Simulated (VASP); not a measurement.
# MnHg (Pm-3m) in VASP: further runs

Runs on MnHg. Level: r2SCAN. Tasks: single point.

Program: VASP 6.6.1. These are calculated values, not measurements. Logs are shortened: lines on timing, memory, paths and dates and some standing lists are left out, and cuts for length are marked.

## 1. The structure

The structure is cubic, space group Pm-3m (No. 221). Conventional cell: a = 3.315 Å, b = 3.315 Å, c = 3.315 Å, α = 90.00°, β = 90.00°, γ = 90.00°. Hg (site symmetry m-3m) is surrounded by 8 Mn at 2.87 Å. Mn (site symmetry m-3m) is surrounded by 8 Hg at 2.87 Å.

## 2. Single point, r2SCAN, collinear spin, ferromagnetic start

INCAR reads:

```
PREC = Accurate
ENCUT = 600
EDIFF = 1E-6
ISMEAR = 1
SIGMA = 0.15
LREAL = False
LASPH = True
NELM = 100
ALGO = Normal
ISIF = 2
LWAVE = False
LCHARG = False
ISPIN = 2
MAGMOM = 0 4
LORBIT = 11
LMAXMIX = 4
METAGGA = R2SCAN
LMIXTAU = True
NBANDS = 24
ADDGRID = False
```

KPOINTS reads:

```
regular mesh
0
Gamma
  3 3 3
```

POSCAR reads:

```
MnHg
1.0
    3.3150000000      0.0000000000      0.0000000000
    0.0000000000      3.3150000000      0.0000000000
    0.0000000000      0.0000000000      3.3150000000
Hg Mn
1 1
Direct
    0.0000000000      0.0000000000      0.0000000000
    0.5000000000      0.5000000000      0.5000000000
```

Potentials or basis: VASP PAW PBE potentials, release 64 (Hg, Mn_pv).

The run is started by

```console
$ cat potpaw_PBE.64/Hg/POTCAR potpaw_PBE.64/Mn_pv/POTCAR > POTCAR
$ mpirun -np 1 vasp_std > vasp.out
```

OUTCAR:

```text
PREC = Accurate
   ENCUT = 600
   EDIFF = 1E-6
   ISMEAR = 1
   LREAL = False
   LASPH = True
   NELM = 100
   ISIF = 2
   ISPIN = 2
   LORBIT = 11
   METAGGA = R2SCAN

 Found      4 irreducible k-points:

 Following reciprocal coordinates:
            Coordinates               Weight
  0.000000  0.000000  0.000000      1.000000
  0.333333  0.000000  0.000000      6.000000
  0.333333  0.333333  0.000000     12.000000
  0.333333  0.333333  0.333333      8.000000
   k-points           NKPTS =      4   k-points in BZ     NKDIM =      4   number of bands    NBANDS=     24
   number of dos      NEDOS =    301   number of ions     NIONS =      2
   total plane-waves  NPLWV =  21952
   dimension x,y,z NGX =    28 NGY =   28 NGZ =   28
   dimension x,y,z NGXF=    56 NGYF=   56 NGZF=   56
   ions per type =               1   1
   NGX,Y,Z   is equivalent  to a cutoff of  14.04, 14.04, 14.04 a.u.
   NGXF,Y,Z  is equivalent  to a cutoff of  28.08, 28.08, 28.08 a.u.
 SYSTEM =  unknown system
   PREC   = accura    normal or accurate (medium, high low for compatibility)
   ISTART =      0    job   : 0-new  1-cont  2-samecut
   ICHARG =      2    charge: 1-file 2-atom 10-const
   ISPIN  =      2    spin polarized calculation?
   LNONCOLLINEAR =      F non collinear calculations
   LSORBIT =      F    spin-orbit coupling
   LASPH  =      T    aspherical Exc in radial PAW
   ENCUT  =  600.0 eV  44.10 Ry    6.64 a.u.   6.62  6.62  6.62*2*pi/ulx,y,z
   NELM   =    100;   NELMIN=  2; NELMDL= -5     # of ELM steps
   EDIFF  = 0.1E-05   stopping-criterion for ELM
   LREAL  =      F    real-space projection
   EDIFFG = 0.1E-04   stopping-criterion for IOM
   NSW    =      0    number of steps for IOM
   IBRION =     -1    ionic relax: 0-MD 1-quasi-New 2-CG
   NFREE  =      0    steps in history (QN), initial steepest desc. (CG)
   ISIF   =      2    stress and relaxation
   ISYM   =      2    0-nonsym 1-usesym 2-fastsym
   POTIM  = 0.5000    time-step for ionic-motion
   TEBEG  =    0.0;   TEEND  =   0.0 temperature during run
   PSTRESS=    0.0 pullay stress
   NELECT =      25.0000    total number of electrons
   NUPDOWN=      -1.0000    fix difference up-down
   EMIN   =  10.00;   EMAX   =-10.00  energy-range for DOS
   EFERMI =   0.00;   METHOD = LEGACY
   ISMEAR =     1;   SIGMA  =   0.15  broadening in eV -4-tet -1-fermi 0-gaus
   EFERMI_NEDOS =   21; number of points for ismear=-14 and -15
   IALGO  =     38    algorithm
   IMIX   =      4    mixing-type and parameters
     AMIX     =   0.40;   BMIX     =  1.00
     AMIX_MAG =   1.60;   BMIX_MAG =  1.00
  volume/ion in A,a.u.               =      18.21       122.92
  Fermi-wavevector in a.u.,A,eV,Ry     =   1.444014  2.728790 28.370534  2.085175
  Thomas-Fermi vector in A             =   2.562356
   LORBIT       =     11    0 simple, 1 ext, 2 COOP (PROOUT), +10 PAW based schemes
   METAGGA = R2SCAN    functional components
   LHFCALC =     F    Hartree Fock is set to
   AEXX    =    0.0000 exact exchange contribution
   IVDW    =     0    specifies the selected vdW correction
   LEPSILON=     F    determine dielectric tensor
   LRPA    =     F    only Hartree local field effects (RPA)
 spin polarized calculation
 Methfessel and Paxton  Order N= 1 SIGMA  =   0.15
  energy-cutoff  :      600.00
  volume of cell :       36.43
 maximum number of plane-waves:      1223
 NGX is ok and might be reduce to    28
   NGX = 13   NGY = 13   NGZ = 13

 number of electron      25.0000011 magnetization       3.5925903

 Free energy of the ion-electron system (eV)
  ---------------------------------------------------
  ext. energy  EPLUGINS =         0.00000000
  ---------------------------------------------------
  free energy    TOTEN  =       -63.79946026 eV

  energy without entropy =      -63.79465240  energy(sigma->0) =      -63.79785764

 E-fermi :   5.6429     XC(G=0): -12.6436

 val. band max:        4.8014433245   @ k =   0.3333   0.3333   0.3333
 cond. band min:       5.7083854288   @ k =   0.3333   0.3333   0.0000
 fundamental gap:      0.9069421043
 Fermi energy:         5.6428916033

 spin component 1

 k-point     1 :       0.0000    0.0000    0.0000
  band No.  band energies     occupation
      1     -47.1510      1.00000
      2     -47.1510      1.00000
      3     -47.1510      1.00000
      4      -4.3972      1.00000
      5      -3.1398      1.00000
      6      -3.1398      1.00000
[... 16 lines left out ...]
     23      23.4215      0.00000
     24      27.1992      0.00000
[... 57 lines left out ...]
      1     -47.1609      1.00000
      2     -47.1609      1.00000
      3     -47.1609      1.00000
      4      -2.9158      1.00000
      5      -2.7258      1.00000
      6      -2.7258      1.00000
[... 16 lines left out ...]
     23      26.2160      0.00000
     24      28.1370      0.00000
 Fermi energy:         5.6428916033

 spin component 2

 k-point     1 :       0.0000    0.0000    0.0000
  band No.  band energies     occupation
      1     -41.6782      1.00000
      2     -41.6782      1.00000
      3     -41.6782      1.00000
      4      -4.7507      1.00000
      5      -3.2368      1.00000
      6      -3.2368      1.00000
[... 16 lines left out ...]
     23      23.1805      0.00000
     24      28.6589      0.00000
[... 58 lines left out ...]
      2     -41.6916      1.00000
      3     -41.6916      1.00000
      4      -2.9586      1.00000
      5      -2.7817      1.00000
      6      -2.7817      1.00000
[... 16 lines left out ...]
     23      26.4676      0.00000
     24      28.0294      0.00000

------------------------ aborting loop because EDIFF is reached ----------------------------------------

  FORCE on cell =-STRESS in cart. coord.  units (eV):
  Direction    XX          YY          ZZ          XY          YZ          ZX
  --------------------------------------------------------------------------------------
  -------------------------------------------------------------------------------------
  Total       -0.1816559     -0.1816559     -0.1816559      0.0000000      0.0000000     -0.0000000
  in kB       -7.9893127     -7.9893127     -7.9893127      0.0000000      0.0000000     -0.0000000
  external PRESSURE =      -7.9893127 kB  Pullay stress =       0.0000000 kB

 VOLUME and BASIS-vectors are now :
 -----------------------------------------------------------------------------
  energy-cutoff  :      600.00
  volume of cell :       36.43
      direct lattice vectors                 reciprocal lattice vectors
     3.315000000  0.000000000  0.000000000     0.301659125  0.000000000  0.000000000
     0.000000000  3.315000000  0.000000000     0.000000000  0.301659125  0.000000000
     0.000000000  0.000000000  3.315000000     0.000000000  0.000000000  0.301659125

 POSITION                                       TOTAL-FORCE (eV/Angst)
 -----------------------------------------------------------------------------------
      0.00000      0.00000      0.00000         0.000000      0.000000      0.000000
      1.65750      1.65750      1.65750         0.000000      0.000000      0.000000
 -----------------------------------------------------------------------------------
    total drift:                                0.000000      0.000000      0.000000

  FREE ENERGIE OF THE ION-ELECTRON SYSTEM (eV)
  ---------------------------------------------------
  free  energy   TOTEN  =       -63.7994602597 eV

  energy  without entropy=      -63.7946524005  energy(sigma->0) =      -63.79785764

 total charge

# of ion       s       p       d       tot
------------------------------------------
    1        0.814   0.550   9.248  10.612
    2        0.260   6.169   4.967  11.396
--------------------------------------------------
tot          1.075   6.719  14.215  22.008

 magnetization (x)

# of ion       s       p       d       tot
------------------------------------------
    1       -0.056  -0.175   0.031  -0.201
    2        0.016  -0.016   3.910   3.910
--------------------------------------------------
tot         -0.041  -0.191   3.941   3.709
```

stdout:

```text
POSCAR found type information on POSCAR HgMn
 POSCAR found :  2 types and       2 ions
 scaLAPACK will be used
 -----------------------------------------------------------------------------
|                                                                             |
|                                                                             |
|     You enforced a specific xc type in the INCAR file but a different       |
|     I HOPE YOU KNOW WHAT YOU ARE DOING!                                     |
|                                                                             |
 -----------------------------------------------------------------------------

 LDA part: xc-table for (None), standard interpolation
 POSCAR, INCAR and KPOINTS ok, starting setup
 FFT: planning ... GRIDC
 FFT: planning ... GRID_SOFT
 FFT: planning ... GRID
 WAVECAR not read
 entering main loop
```

Run time: 34 s. Hardware: 1 thread of Intel Xeon Platinum 8488C (Sapphire Rapids), shared host; peak memory 0.18 GiB.

The run converged, but some of its settings lie outside the range that counts as converged, so its numbers aren't taken as properties of the crystal.

What came out:

| Item | Value |
| --- | --- |
| Free energy | -63.7995 eV |
| Pressure | -0.8 GPa |
| Band gap on the k mesh | none (metal or under the smearing width) |
| Net moment | 3.59 μB per cell |
| Site moments | Hg -0.20; Mn +3.91 μB |
| Valence electrons inside the program's atomic spheres | Hg 10.61; Mn 11.40 |

Caveat: the k mesh is coarse (spacing up to 0.63 Å⁻¹), so the values aren't converged; the PAW data sets were made with another functional, which shifts forces and pressure a little.

## 3. Single point, r2SCAN, collinear spin, ferromagnetic start

INCAR is that of step 2.

KPOINTS is that of step 2.

POSCAR reads:

```
MnHg
1.0
    3.3150000000      0.0000000000      0.0000000000
    0.0000000000      3.3150000000      0.0000000000
    0.0000000000      0.0000000000      3.3150000000
Hg Mn
1 1
Direct
   -0.0058010000      0.0109980000     -0.0122330000
    0.5154140000      0.4990250000      0.4770600000
```

Potentials or basis: VASP PAW PBE potentials, release 64 (Hg, Mn_pv).

The run is started by

```console
$ cat potpaw_PBE.64/Hg/POTCAR potpaw_PBE.64/Mn_pv/POTCAR > POTCAR
$ mpirun -np 1 vasp_std > vasp.out
```

Wall time 74 s (1 thread of Intel Xeon Platinum 8488C (Sapphire Rapids), shared host); peak memory 0.19 GiB.

The run converged, but some of its settings lie outside the range that counts as converged, so its numbers aren't taken as properties of the crystal.

What came out:

* Free energy: -63.7861 eV
* Pressure: -0.6 GPa
* Largest force: 0.299 eV/Å
* Band gap on the k mesh: none (metal or under the smearing width)
* Net moment: 3.59 μB per cell
* Site moments: Hg -0.20; Mn +3.91 μB
* Valence electrons inside the program's atomic spheres: Hg 10.62; Mn 11.40

Caveat: the k mesh is coarse (spacing up to 0.63 Å⁻¹), so the values aren't converged; the PAW data sets were made with another functional, which shifts forces and pressure a little.

## 4. For comparison

An earlier run on the cell as given: functional PBE; potentials or basis VASP PAW PBE potentials, release 64 (Hg, Mn_pv); cutoff 520 eV; k mesh 8 × 8 × 8; occupations fermi-dirac, width 0.05 eV; collinear spin, ferromagnetic start; starting moments [0.0, 4.0] μB.

* Pressure: 1.0 GPa
* Band gap on the k mesh: none (metal or under the smearing width)
* Net moment: 3.91 μB per cell
* Site moments: Hg -0.06; Mn +3.83 μB
* Valence electrons inside the program's atomic spheres: Hg 10.59; Mn 11.40
